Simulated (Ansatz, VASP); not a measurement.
# Cross-check of Ni (Nickel) between VASP and Ansatz, part 2 of 2

One calculation is typed for both programs; each brings its own data sets. How far apart do they land? The cell is taken from a series of runs on this material, whose earlier steps may have relaxed, scaled, displaced or heated it; both programs get it as it stands.

VASP 6.6.1 and Ansatz 0.2.0.

So far: Starting point; Ansatz: single point, PBEsol, pair 1; VASP: single point, PBEsol, pair 1; Side by side; Ansatz: single point, PBEsol, pair 2.

## 6. VASP: single point, PBEsol, pair 2

Level of this step: PBEsol, spin-polarised from a ferromagnetic start (one magnetic atom a cell); plane waves and PAW (Ni) (VASP).

The same cell, functional, mesh and smearing now go to VASP, with its own data sets.

The input, INCAR:

```
SYSTEM = Ni
PREC = Accurate
ENCUT = 520
EDIFF = 1E-06
NELM = 200
ISMEAR = -1
SIGMA = 0.1
LREAL = .FALSE.
ALGO = Normal
GGA = PS
NBANDS = 12
ISPIN = 2
MAGMOM = 0.65
LASPH = .TRUE.
LMAXMIX = 4
LORBIT = 11
LWAVE = .FALSE.
LCHARG = .FALSE.
ISIF = 2
GGA_COMPAT = .FALSE.
KPAR = 2
```

The input, POSCAR:

```
Ni
1.0
    0.0000000000      1.7266963000      1.7266963000
    1.7266963000      0.0000000000      1.7266963000
    1.7266963000      1.7266963000      0.0000000000
Ni
1
Direct
    0.0000000000      0.0000000000      0.0000000000
```

The input, KPOINTS:

```
Automatic mesh
0
Gamma
20 20 20
0 0 0
```

Potentials, in the order of the species: Ni (PBE family, release 64).

The run is started by

```bash
$ mpirun -np 2 vasp_std
```

Numbers of over 12 decimals in the logs are rounded to 6 here.

The program printed:

```text
[banner, memory and clock lines left out]
running    2 mpi-ranks, on    1 nodes
[...]
[... a notice as in an earlier step ...]

 LDA part: xc-table for (Slater+PW92), standard interpolation
 POSCAR, INCAR and KPOINTS ok, starting setup
[...]
entering main loop
       N       E                     dE             d eps       ncg     rms          rms(c)
DAV:   1     0.303685232990E+02    0.30369E+02   -0.45443E+03 12844   0.108E+03
DAV:   2    -0.625147874760E+01   -0.36620E+02   -0.34333E+02 13064   0.174E+02
DAV:   3    -0.736587956806E+01   -0.11144E+01   -0.11070E+01 14112   0.337E+01
DAV:   4    -0.737427509456E+01   -0.83955E-02   -0.83935E-02 14160   0.263E+00
[...]
DAV:  11    -0.616201457751E+01    0.64272E-04   -0.12340E-04 17048   0.959E-02    0.299E-02
DAV:  12    -0.616201596504E+01   -0.13875E-05   -0.15891E-06 10764   0.134E-02    0.132E-02
DAV:  13    -0.616201641240E+01   -0.44736E-06   -0.65336E-07  7212   0.763E-03
   1 F= -.61620164E+01 E0= -.61358743E+01  d E =-.522843E-01  mag=     0.6020
```

Parts of OUTCAR (step 6):

```text
  Total        0.1411737      0.1411737      0.1411737      0.0000000      0.0000000     -0.0000000
  in kB       21.9677942     21.9677942     21.9677942      0.0000000      0.0000000     -0.0000000
  external PRESSURE =      21.9677942 kB  Pullay stress =       0.0000000 kB

 POSITION                                       TOTAL-FORCE (eV/Angst)
 -----------------------------------------------------------------------------------
      0.00000      0.00000      0.00000        -0.000000     -0.000000      0.000000
 -----------------------------------------------------------------------------------
    total drift:                               -0.000000     -0.000000      0.000000

  FREE ENERGIE OF THE ION-ELECTRON SYSTEM (eV)
  ---------------------------------------------------
  free  energy   TOTEN  =        -6.1620164124 eV

  energy  without entropy=       -6.1097321312  energy(sigma->0) =       -6.13587427

 magnetization (x)
# of ion       s       p       d       tot
------------------------------------------
    1       -0.006  -0.023   0.635   0.606

[... 1 part as in an earlier step ...]

[... 2 further parts left out ...]
[key lines of the parts left out:]
E-fermi :   9.9736
```

The run ends at a pressure of 2.20 GPa.

## 7. Differences

What differs besides the data sets and the points named for the pairs above, as far as they apply: the data sets hold 18 valence electrons in Ansatz (on its PAW soft_1 files) and 10 in VASP. Total energies have different zeros and are not compared.

Compared:

| quantity | Ansatz | VASP | difference |
| --- | --- | --- | --- |
| total moment (μB) | 0.61 | 0.60 | +0.01 |
| moment on Ni1 (μB) | 0.65 | 0.61 | +0.04 |

## 8. Ansatz: single point, PBEsol, pair 3

A single point gives forces, pressure and levels at one fixed geometry, so differences don't come from the geometry; what else differs is listed under the comparison. The cell compared in this pair holds 10.61 Å³, against 10.30 Å³ for the pair before.

The cell is taken from a series of runs on this material, whose earlier steps may have relaxed, scaled, displaced or heated it; both programs get it as it stands.

The input, input.yaml:

```yaml
crystal:
  lattice:
    - [0.0, 1.74431565, 1.74431565]
    - [1.74431565, 0.0, 1.74431565]
    - [1.74431565, 1.74431565, 0.0]
  atoms:
    - { symbol: Ni, position: [0.0, 0.0, 0.0], spin: 0.7 }
magnetization:
  spin_polarized: true
kpoints:
  mp_grid: { grid: [20, 20, 20] }
  band_path:
    path:
      - [0.0, 0.0, 0.0]
      - [0.5, 0.0, 0.5]
      - [0.625, 0.25, 0.625]
      - [0.375, 0.375, 0.75]
      - [0.0, 0.0, 0.0]
      - [0.5, 0.5, 0.5]
      - [0.5, 0.25, 0.75]
    npoints: 11
hamiltonian:
  xc: pbesol
  pseudopotentials: { kind: paw, azcp: { folder: soft_1 }, xc_functional: pbe }
scf:
  occupations: { method: fermi_dirac, width: 0.1 }
  lower_state_search: "off"
output:
  write_bands: true
  eigenstates:
    nscf_kmesh: { grid: [20, 20, 20] }
    top_band: c18
    exchange_couplings: { magnetic: [{ species: Ni }] }
```

The run is started by

```bash
$ ansatz run input.yaml --threads 4 --pin off --max-ram 8192MiB --backend cpu --events-out ev --progress --plain --runs-dir out
```

The program printed:

```text
[...]
Crystal: 1 atoms, lattice volume = 10.615 Å³
Basis set: ecut = 420 eV, 181 PW (Γ)
Bands: 14, of which v1, the nominal top of the filled ones, is band 9 counted from 1 (8 counted from 0)
Symmetry: 48 space group operations
[...]
k-points: 256 of 8000
[...]
Starting moments: Σ|m| = 0.7 μB on 1 of 1 site
[...]
k-point 0 ↑: bands = [... 5 lower, 15.8230, 15.8230, 15.8230, 17.0361, 17.0361, 41.9821, 46.0818, 46.0818, ... 1 higher]
  k-point 1 ↑: bands = [... 5 lower, 15.7960, 15.8463, 15.8463, 17.0260, 17.0260, 41.7004, 44.6725, 45.8123, ... 1 higher]
  k-point 2 ↑: bands = [... 5 lower, 15.7210, 15.9093, 15.9093, 17.0025, 17.0025, 40.3178, 43.3702, 45.2739, ... 1 higher]
  k-point 255 ↓: bands = [... 5 lower, 15.7107, 15.7107, 17.5586, 18.7198, 26.2852, 26.2852, 28.5704, 29.7016, ... 1 higher]
[key lines of the parts left out:]
SCF converged after 15 iterations
Magnetization: 0.6214 μB (9.3107 up, 8.6893 down)
Free energy (F): -5805.003465 eV
Fermi energy:    18.317968 eV
```

## 9. VASP: single point, PBEsol, pair 3

The same cell, functional, mesh and smearing now go to VASP, with its own data sets.

Changes to INCAR since step 6:

```diff
@@ -12,3 +12,3 @@
 ISPIN = 2
-MAGMOM = 0.65
+MAGMOM = 0.66
 LASPH = .TRUE.
```

The input, POSCAR:

```
Ni
1.0
    0.0000000000      1.7443156500      1.7443156500
    1.7443156500      0.0000000000      1.7443156500
    1.7443156500      1.7443156500      0.0000000000
Ni
1
Direct
    0.0000000000      0.0000000000      0.0000000000
```

KPOINTS is that of step 6.

The run is started by

```bash
$ mpirun -np 2 vasp_std
```

The program printed:

```text
[... set-up lines as in an earlier step ...]
 entering main loop
       N       E                     dE             d eps       ncg     rms          rms(c)
DAV:   1     0.306921258127E+02    0.30692E+02   -0.45583E+03 12692   0.108E+03
DAV:   2    -0.621964453798E+01   -0.36912E+02   -0.34636E+02 13020   0.174E+02
DAV:   3    -0.736712542372E+01   -0.11475E+01   -0.11383E+01 14180   0.339E+01
DAV:   4    -0.737623659446E+01   -0.91112E-02   -0.91090E-02 14052   0.272E+00
[...]
DAV:  11    -0.615962396479E+01    0.62861E-04   -0.12381E-04 16936   0.938E-02    0.308E-02
DAV:  12    -0.615962527918E+01   -0.13144E-05   -0.16195E-06 10816   0.132E-02    0.140E-02
DAV:  13    -0.615962573986E+01   -0.46068E-06   -0.63723E-07  7100   0.767E-03
   1 F= -.61596257E+01 E0= -.61328169E+01  d E =-.536176E-01  mag=     0.6100
```

From OUTCAR (step 9):

```text
  Total       -0.2972663     -0.2972663     -0.2972663      0.0000000      0.0000000     -0.0000000
  in kB      -44.8694790    -44.8694790    -44.8694790      0.0000000      0.0000000     -0.0000000
  external PRESSURE =     -44.8694790 kB  Pullay stress =       0.0000000 kB

 POSITION                                       TOTAL-FORCE (eV/Angst)
 -----------------------------------------------------------------------------------
      0.00000      0.00000      0.00000         0.000000      0.000000      0.000000
 -----------------------------------------------------------------------------------
    total drift:                                0.000000     -0.000000      0.000000

  FREE ENERGIE OF THE ION-ELECTRON SYSTEM (eV)
  ---------------------------------------------------
  free  energy   TOTEN  =        -6.1596257399 eV

  energy  without entropy=       -6.1060081450  energy(sigma->0) =       -6.13281694

 magnetization (x)
# of ion       s       p       d       tot
------------------------------------------
    1       -0.006  -0.023   0.646   0.617

[... 1 part as in an earlier step ...]

[... 2 further parts left out ...]
[key lines of the parts left out:]
E-fermi :   9.5263
```

The run ends at a pressure of -4.49 GPa.

## 10. Comparison

What differs besides the data sets and the points named for the pairs above, as far as they apply: the data sets hold 18 valence electrons in Ansatz (on its PAW soft_1 files) and 10 in VASP. Total energies have different zeros and are not compared.

Compared:

| quantity | Ansatz | VASP | difference |
| --- | --- | --- | --- |
| total moment (μB) | 0.62 | 0.61 | +0.01 |
| moment on Ni1 (μB) | 0.66 | 0.62 | +0.04 |

## 11. Outcome

| Quantity | Value |
| --- | --- |
| difference in total moment (single point, PBEsol, pair 1) | 0.012 μB |
| difference in total moment (single point, PBEsol, pair 2) | 0.011 μB |
| difference in total moment (single point, PBEsol, pair 3) | 0.011 μB |

What this shows: The difference in total moment is 0.012 μB (single point, PBEsol, pair 1). The data sets hold unlike numbers of valence electrons (18 in Ansatz and 10 in VASP), so part of the differences comes from the potentials. 3 further runs of this series are not shown here. Such differences can come from data sets, numerical settings and the points named under the comparisons, not from the functional's error against experiment.

[Lines on the potential files, build, host, timing and source positions are cut from VASP's logs without a mark.]

[Logs are printed without paths, hosts, clocks, repeated set-up lines and the standing remarks that a program may print on its own settings, such as how far it seeks lower states.]

[Hosts, paths, dates, database ids (printed as entryN), source tags and the programs' standing remarks are cut or masked in the printed files.]
